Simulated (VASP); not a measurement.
Input:

```
Ta2N
1.0
    2.92924     0.00000     0.00000
   -1.46462     2.53680     0.00000
    0.00000     0.00000    16.35107
N Ta
1 2
Cartesian
  0.00000   0.00000   8.17553
  0.00000   1.69120   9.35106
  1.46462   0.84560   7.00001
```

These are LDA (Ceperley-Alder, Perdew-Zunger), VASP's LDA PAW potentials (set 64) (plane waves; VASP) values and carry that method's errors. Settings: 400 eV cut-off, 10×10×1 Γ-centred mesh, Fermi-Dirac smearing of 0.10 eV, potentials N Ta_pv.

At this cut-off the stress carries a Pulay error, which pulls relaxed volumes low. The cell holds a wide vacuum, so values per volume refer to the whole cell.

**Question.** Give the force on each atom (eV/Å).

**Answer.** 
| atom | Fx | Fy | Fz |
|---|---|---|---|
| N1 | 0.000 | 0.000 | 0.000 |
| Ta2 | 0.000 | 0.000 | 1.330 |
| Ta3 | 0.000 | 0.000 | -1.330 |

**Question.** Give the stress tensor in GPa (positive for a compressed cell).

**Answer.** 
```
9.21  0.00  0.00
0.00  9.21  0.00
0.00  0.00  3.46
```
The pressure is its mean diagonal, 7.29 GPa.

The cell is a sheet with vacuum, built from a generated structure.
